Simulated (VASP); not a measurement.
```
CELL_PARAMETERS angstrom
      0.00000     2.54817     2.54817
      2.54817     0.00000     2.54817
      2.54817     2.54817     0.00000
ATOMIC_POSITIONS crystal
  Zr 0.00000 0.00000 0.00000
  O  0.25000 0.25000 0.25000
  O  0.75000 0.75000 0.75000
```

The numbers are results of PBE GGA with D3 dispersion (zero damping), VASP's PBE PAW potentials (set 64) (plane waves; VASP), not measurements. Settings: 520 eV cut-off, 7×7×7 Γ-centred mesh, Gaussian smearing of 0.050 eV, potentials Zr_sv O.

Problem. Estimate the energy per atom (σ→0).

Solution. 
* **energy per atom (σ→0)**: -9.710 eV/atom

Only differences to runs with the same potentials and settings are physical.

The compound is ZrO2 in the fluorite structure, the high-temperature cubic form, which is unstable at 0 K; the monoclinic form is the stable one. It was relaxed first. The start is the result of an earlier pass.
